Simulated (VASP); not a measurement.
The system is CuAu.

```
Cu Au
1.0
     2.85070    0.00000    0.00000
     0.00000    2.85070    0.00000
     0.00000    0.00000    3.58161
Cu Au
1 1
Cartesian
  1.4254 1.4254 1.7908
  0.0000 0.0000 0.0000
```

The cell comes from a database or a generator and needn't be the stable form of this composition.

```yaml
Program: VASP 6.6.1
Task: relaxation of cell and atoms
Functional: PBEsol
Potentials_or_basis: VASP PAW PBE potentials, release 64 (Cu, Au)
Cutoff: 600 eV
k_mesh: 6 × 6 × 4
Occupations: gaussian, width 0.1 eV
Spin: no spin polarisation
```

At the start: pressure -3.6 GPa; volume 14.55 Å³/atom.

Q: How do energy, volume and symmetry change on relaxing?

A: Over 16 steps the energy falls by 26.3 meV/atom and the volume is 14.15 Å³/atom (-2.8 %); space group P4/mmm (No. 123, to 0.05 Å).

Step by step:
```
step  energy change (eV)  largest force (eV/Å)  pressure (GPa)  volume (Å³)
   1              0.0000                0.0000           -3.59        29.11
   2             -0.0003                0.0000            4.64        27.75
   3             -0.0088                0.0000            0.30        28.41
   4             -0.0112                0.0000            0.26        28.41
   5             -0.0168                0.0000            0.29        28.40
   6             -0.0359                0.0000            0.12        28.35
   7             -0.0446                0.0000            1.89        28.02
   8             -0.0494                0.0000            0.42        28.23
   9             -0.0519                0.0000            1.03        28.14
  10             -0.0233                0.0000           -6.56        29.53
  11             -0.0523                0.0000            0.11        28.28
  12             -0.0523                0.0000            0.15        28.28
  13             -0.0525                0.0000           -0.10        28.32
  14             -0.0525                0.0000           -0.10        28.31
  15             -0.0524                0.0000            0.51        28.21
  16             -0.0525                0.0000            0.05        28.30
```

Final structure:
```
CELL_PARAMETERS angstrom
3.00659 0.00000 0.00000
0.00000 3.00659 0.00000
0.00000 0.00000 3.13050
ATOMIC_POSITIONS crystal
Cu 0.50000 0.50000 0.50000
Au 0.00000 0.00000 0.00000
```

Caveat: the k mesh is coarse (spacing up to 0.44 Å⁻¹), so the values aren't converged; the PAW data sets were made with another functional, which shifts forces and pressure a little.
